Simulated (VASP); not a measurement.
VASP input:

**POSCAR**
```
CaB6
1.0
  3.8975023300   0.0000000000   0.0000000000
  0.0000000000   3.8975023300   0.0000000000
  0.0000000000   0.0000000000   3.8975023300
Ca B
1 6
Cart
  0.0000000000   0.0000000000   3.8975023300
  3.1215122687   1.9487511650   1.9487511650
  1.9487511650   0.7759900613   1.9487511650
  1.9487511650   3.1215122687   1.9487511650
  0.7759900613   1.9487511650   1.9487511650
  1.9487511650   1.9487511650   3.1215122687
  1.9487511650   1.9487511650   0.7759900613
```

### KPOINTS
```
Automatic mesh
0
Gamma
8 8 8
0 0 0
```

**INCAR**
```
SYSTEM = CaB6
PREC = Accurate; ENCUT = 620; LREAL = .FALSE.
LASPH = .TRUE.
EDIFF = 1E-6; NELM = 100; ALGO = Normal
ISMEAR = 1; SIGMA = 0.1
IBRION = 2; NSW = 40; ISIF = 3
EDIFFG = -0.02; PSTRESS = 300
LWAVE = .FALSE.; LCHARG = .FALSE.
```

POTCAR, in this order: Ca_sv B (LDA.64 set). Program: vasp_std.

Problem. Write an equivalent input for Ansatz.

Solution. One equivalent input (not run):
Ansatz 0.2 input:
```yaml
crystal:
  lattice:
    - [3.8975023, 0.0000000, 0.0000000]
    - [0.0000000, 3.8975023, 0.0000000]
    - [0.0000000, 0.0000000, 3.8975023]
  atoms:
    - { symbol: Ca, position: [0.0000000, 0.0000000, 1.0000000] }
    - { symbol: B, position: [0.8009007, 0.5000000, 0.5000000] }
    - { symbol: B, position: [0.5000000, 0.1990993, 0.5000000] }
    - { symbol: B, position: [0.5000000, 0.8009007, 0.5000000] }
    - { symbol: B, position: [0.1990993, 0.5000000, 0.5000000] }
    - { symbol: B, position: [0.5000000, 0.5000000, 0.8009007] }
    - { symbol: B, position: [0.5000000, 0.5000000, 0.1990993] }
kpoints:
  mp_grid: { grid: [8, 8, 8] }
hamiltonian:
  xc: lda
  pseudopotentials: { kind: paw }
scf:
  occupations: { method: methfessel_paxton, width: 0.1 }
  max_iter: 100
relax:
  max_steps: 40
  f_tol: 0.02
  cell: { p_target: 30 }
output: { forces: true, stress: true, eigenvalues: true }
```
The two are equivalent in intent, not identical: each code has its own PAW files, so the cut-off isn't converted (ENCUT is set for VASP's; basis.ecutwfc is left out, and Ansatz then takes the one that its files recommend); Ansatz stops its SCF on the density residual and VASP on the energy change (EDIFF); Ansatz's lda is the Perdew-Wang form, while the LDA potentials of VASP carry Perdew-Zunger's.

The compound is CaB6 in the cab6 structure. This run relaxes it under an external pressure of 30 GPa. Symmetry was kept, so distortions that lower it aren't found.
